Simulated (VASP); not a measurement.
```
Rh
1.0
    0.00000     1.90000     1.90000
    1.90000     0.00000     1.90000
    1.90000     1.90000     0.00000
Rh
1
Direct
  0.00000   0.00000   0.00000
```

Calculation: vdW-DF-cx, VASP's PBE PAW potentials (set 64) (plane waves; VASP 6.6.1). Run with 520 eV cut-off, 15×15×15 Γ-centred mesh, first-order Methfessel-Paxton smearing of 0.10 eV, potentials Rh_pv.

**Question.** The ions, cell shape and volume are relaxed. Which structure does the run end with?

**Answer.** 
```
Rh
1.0
    0.00000     1.89281     1.89281
    1.89281     0.00000     1.89281
    1.89281     1.89281     0.00000
Rh
1
Direct
  0.00000   0.00000   0.00000
```
Space group Fm-3m (225), at a tolerance of 0.03 Å.

**Question.** How do energy and volume change from the first to the last step?

**Answer.** The energy (σ→0) changes by -1.6 meV/atom and the volume by -1.1 %, in 3 ionic steps.

The compound is Rh in the fcc structure. This run relaxes it. Symmetry was kept, so distortions that lower it aren't found.
